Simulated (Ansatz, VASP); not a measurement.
## Y2Te: VASP beside Ansatz

File INCAR:

```
SYSTEM = Y2Te
PREC = Accurate
ENCUT = 520
EDIFF = 1E-6
ISMEAR = 0
SIGMA = 0.1
LREAL = .False.
LASPH = .True.
NELM = 60
ALGO = Normal
ISIF = 2
LWAVE = .False.
LCHARG = .False.
GGA = PE
NBANDS = 21
```

KPOINTS

```
regular mesh
0
Gamma
  6 6 6
  0 0 0
```

POSCAR

```
Y2Te
1.0
    5.6947932200      0.0000000000      0.0000000000
   -2.8473966100      4.9318356000      0.0000000000
    0.0000000000      0.0000000000      3.4909082400
Y Te
2 1
Direct
    0.3333333300      0.6666666700      0.5000000000
    0.6666666700      0.3333333300      0.5000000000
    0.0000000000      0.0000000000      0.0000000000
```

Input for Ansatz:

```yaml
crystal:
  lattice:
    - [5.69479322, 0.0, 0.0]
    - [-2.84739661, 4.9318356, 0.0]
    - [0.0, 0.0, 3.49090824]
  atoms:
    - { symbol: "Y", position: [0.33333333, 0.66666667, 0.5] }
    - { symbol: "Y", position: [0.66666667, 0.33333333, 0.5] }
    - { symbol: Te, position: [0.0, 0.0, 0.0] }
basis:
  ecutwfc: 420
kpoints:
  mp_grid: { grid: [6, 6, 6] }
hamiltonian:
  xc: pbe
scf:
  occupations: { method: gaussian, width: 0.1 }
  lower_state_search: "off"
output:
  forces: true
  stress: true
  eigenvalues: true
```

Alike in both runs: task single point; functional PBE; k mesh 6 × 6 × 6; occupations gaussian, width 0.1 eV; no spin polarisation.

```csv
,VASP,Ansatz
version,VASP 6.6.1,Ansatz 0.2.0
potentials or method,"VASP PAW PBE potentials, release 64 (Y_sv, Te)","scalar-relativistic, plane waves, PAW"
plane-wave cutoff (eV),520,420
valence electrons in the cell,28,38
```

```tsv
	VASP	Ansatz	Ansatz less VASP
gap on the k mesh at the Fermi level (eV)	none	none	-
pressure (GPa)	-3.9	-3.9	+0.03
largest component of the traceless stress (GPa)	1.81	1.81	+0.003
```

A gap of «none» marks a metal or a gap that the smearing closes. The functional is the same, so the differences come from potentials, cutoffs and numerics. The two sets of potentials don't hold the same shells in valence.

The runs have no spin-orbit coupling, so splittings on Te are missing.
